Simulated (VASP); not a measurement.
Output of a VASP run:

File OSZICAR:
```
       N       E                     dE             d eps       ncg     rms          rms(c)
DAV:   1     0.452219519170E+03    0.45222E+03   -0.21231E+04   960   0.179E+03
DAV:   2    -0.252123891056E+01   -0.45474E+03   -0.44748E+03  1216   0.478E+02
DAV:   3    -0.475617871056E+02   -0.45041E+02   -0.44922E+02  1472   0.145E+02
DAV:   4    -0.494022944132E+02   -0.18405E+01   -0.18396E+01  1376   0.257E+01
DAV:   5    -0.494925208353E+02   -0.90226E-01   -0.90225E-01  1296   0.379E+00    0.219E+01
DAV:   6    -0.384854551884E+02    0.11007E+02   -0.78588E+01  1464   0.731E+01    0.103E+01
DAV:   7    -0.384206256223E+02    0.64830E-01   -0.14443E+01  1224   0.271E+01    0.594E+00
DAV:   8    -0.381803287502E+02    0.24030E+00   -0.87924E-01  1216   0.844E+00    0.312E+00
DAV:   9    -0.382150266349E+02   -0.34698E-01   -0.61524E-01  1272   0.653E+00    0.175E+00
DAV:  10    -0.381904270953E+02    0.24600E-01   -0.29454E-01  1232   0.496E+00    0.581E-01
DAV:  11    -0.381859231532E+02    0.45039E-02   -0.40018E-02  1120   0.129E+00    0.229E-01
DAV:  12    -0.381864572493E+02   -0.53410E-03   -0.11281E-02  1216   0.895E-01    0.219E-01
DAV:  13    -0.381856448219E+02    0.81243E-03   -0.39514E-03  1160   0.580E-01    0.151E-02
DAV:  14    -0.381856721493E+02   -0.27327E-04   -0.18616E-04  1448   0.996E-02    0.328E-02
DAV:  15    -0.381856586613E+02    0.13488E-04   -0.50111E-05  1128   0.651E-02    0.789E-03
DAV:  16    -0.381856580327E+02    0.62853E-06   -0.61064E-06  1384   0.144E-02    0.282E-03
DAV:  17    -0.381856578776E+02    0.15511E-06   -0.29510E-07   968   0.449E-03    0.217E-03
DAV:  18    -0.381856577204E+02    0.15721E-06   -0.34748E-07  1080   0.488E-03    0.610E-04
DAV:  19    -0.381856577158E+02    0.45648E-08   -0.25438E-08   528   0.128E-03
   1 F= -.38185658E+02 E0= -.38185658E+02  d E =-.178783E-22
```

OUTCAR:
```
------------------------ aborting loop because EDIFF is reached ----------------------------------------
  FORCE on cell =-STRESS in cart. coord.  units (eV):
  Direction    XX          YY          ZZ          XY          YZ          ZX
  --------------------------------------------------------------------------------------
  Total       -1.8095593     -1.8095593     -1.8095593      0.0000000      0.0000000      0.0000000
  in kB      -42.0786396    -42.0786396    -42.0786396      0.0000000      0.0000000      0.0000000
  external PRESSURE =     -42.0786396 kB  Pullay stress =       0.0000000 kB
  volume of cell :       68.90
      direct lattice vectors                 reciprocal lattice vectors
     4.099591396  0.000000000  0.000000000     0.243926749  0.000000000  0.000000000
     0.000000000  4.099591396  0.000000000     0.000000000  0.243926749  0.000000000
     0.000000000  0.000000000  4.099591396     0.000000000  0.000000000  0.243926749
 POSITION                                       TOTAL-FORCE (eV/Angst)
 -----------------------------------------------------------------------------------
      0.00000      0.00000      0.00000         0.000000      0.000000      0.000000
      2.04980      2.04980      2.04980         0.000000      0.000000      0.000000
      2.04980      0.00000      2.04980         0.000000      0.000000      0.000000
      0.00000      2.04980      2.04980         0.000000      0.000000      0.000000
      2.04980      2.04980      0.00000         0.000000      0.000000      0.000000
 -----------------------------------------------------------------------------------
    total drift:                                0.000000      0.000000     -0.000000
  FREE ENERGIE OF THE ION-ELECTRON SYSTEM (eV)
  ---------------------------------------------------
  free  energy   TOTEN  =       -38.1856577158 eV

  energy  without entropy=      -38.1856577158  energy(sigma->0) =      -38.18565772
```
(Selected blocks of OUTCAR.)

**POSCAR**
```
BaTiO3
1
    4.0995913956     0.0000000000     0.0000000000
    0.0000000000     4.0995913956     0.0000000000
    0.0000000000     0.0000000000     4.0995913956
Ba Ti O
1 1 3
Direct
  0.0000000000   0.0000000000   0.0000000000
  0.5000000000   0.5000000000   0.5000000000
  0.5000000000   0.0000000000   0.5000000000
  0.0000000000   0.5000000000   0.5000000000
  0.5000000000   0.5000000000   0.0000000000
```

**Question.** Reconstruct the remaining input files.

**Answer.** One answer among several that fit: the input of the run itself, revPBE GGA, plane waves, VASP's PBE PAW potentials (set 64).

File KPOINTS:
```
Automatic mesh
0
Gamma
6 6 6
0 0 0
```

**INCAR**
```
! general
SYSTEM  = BaTiO3
PREC    = Accurate
ENCUT   = 520
LREAL   = .False.   ! projection in real space or not
LASPH   = .True.   ! aspherical one-centre terms

! electronic loop
EDIFF   = 1E-7
NELM    = 100
ALGO    = Normal   ! blocked Davidson
LMAXMIX = 4

! smearing
ISMEAR  = 0   ! Gaussian
SIGMA   = 0.05

! functional
GGA     = RE

! ions
ISIF    = 2

! output
LWAVE   = .False.
LCHARG  = .False.
```

POTCAR, in this order: Ba_sv Ti_sv O (PBE.64 set). Program: vasp_std.

The compound is BaTiO3 in the cubic perovskite structure, the ideal cubic form; the compound distorts at low or room temperature. This cell is one point of a volume scan, at 1.03 of the reference volume.
